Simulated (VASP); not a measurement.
LaAs, 2 atoms in the cell. Symmetry: Fm-3m, No. 225, cubic system. The conventional cell has a = 6.151 Å, b = 6.151 Å, c = 6.151 Å, α = 90.00°, β = 90.00°, γ = 90.00°. La (site symmetry m-3m) has 6 As at 3.08 Å as nearest neighbours. As (site symmetry m-3m) is surrounded by 6 La at 3.08 Å. 

```yaml
Program: VASP 6.6.1
Task: relaxation of cell and atoms
Functional: PBEsol
Potentials_or_basis: VASP PAW PBE potentials, release 64 (La, As)
Cutoff: 600 eV
k_mesh: 12 × 12 × 12
Occupations: gaussian, width 0.1 eV
Spin: no spin polarisation
Dipole_correction: no
Further_INCAR_settings: ALGO = Normal; EDIFF = 1e-06; IBRION = 2; EDIFFG = -0.005; NSW = 100; ISIF = 3
```

Potentials or basis: VASP PAW PBE potentials, release 64 (La, As).

Command:

```bash
$ cat potpaw_PBE.64/La/POTCAR potpaw_PBE.64/As/POTCAR > POTCAR
$ mpirun -np 1 vasp_std > vasp.out
```

Hardware: 1 thread of Intel(R) Xeon(R) Platinum 8488C (Sapphire Rapids), with other jobs on the host.

**Question.** How long does it take, and how much memory?

**Answer.** Wall time 110 s on 1 thread of Intel(R) Xeon(R) Platinum 8488C (Sapphire Rapids), with other jobs on the host, peak memory 0.27 GiB. Counts: scf iterations 32, k points 72, ion steps 3.
